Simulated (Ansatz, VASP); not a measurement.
# Two plane-wave programs on NaLa

```
CELL_PARAMETERS angstrom
3.57019 0.00000 0.00000
-1.78509 3.09187 0.00000
0.00000 0.00000 6.48378
ATOMIC_POSITIONS crystal
La 0.33333 0.66667 0.50000
Na 0.00000 0.00000 0.00000
```

The cell comes from a database or a generator and needn't be the stable form of this composition.

Alike in both runs: task single point; functional PBE; k mesh 7 × 7 × 4; occupations fermi-dirac, width 0.05 eV; no spin polarisation.

|  | VASP | Ansatz |
| --- | --- | --- |
| version | VASP 6.6.1 | Ansatz 0.2.0 |
| potentials or method | VASP PAW PBE potentials, release 64 (La, Na_pv) | Ansatz PAW |
| plane-wave cutoff (eV) | 520 | 420 |
| valence electrons in the cell | 18 | 20 |

|  | VASP | Ansatz | Ansatz less VASP |
| --- | --- | --- | --- |
| gap on the k mesh at the Fermi level (eV) | none | none | - |
| pressure (GPa) | 0.1 | 0.1 | 0.00 |
| largest component of the traceless stress (GPa) | 0.16 | 0.16 | -0.004 |

A gap of «none» marks a metal or a gap that the smearing closes. The functional is the same, so the differences come from potentials, cutoffs and numerics. The two sets of potentials don't hold the same shells in valence.

The runs have no spin-orbit coupling, so splittings on La are missing.
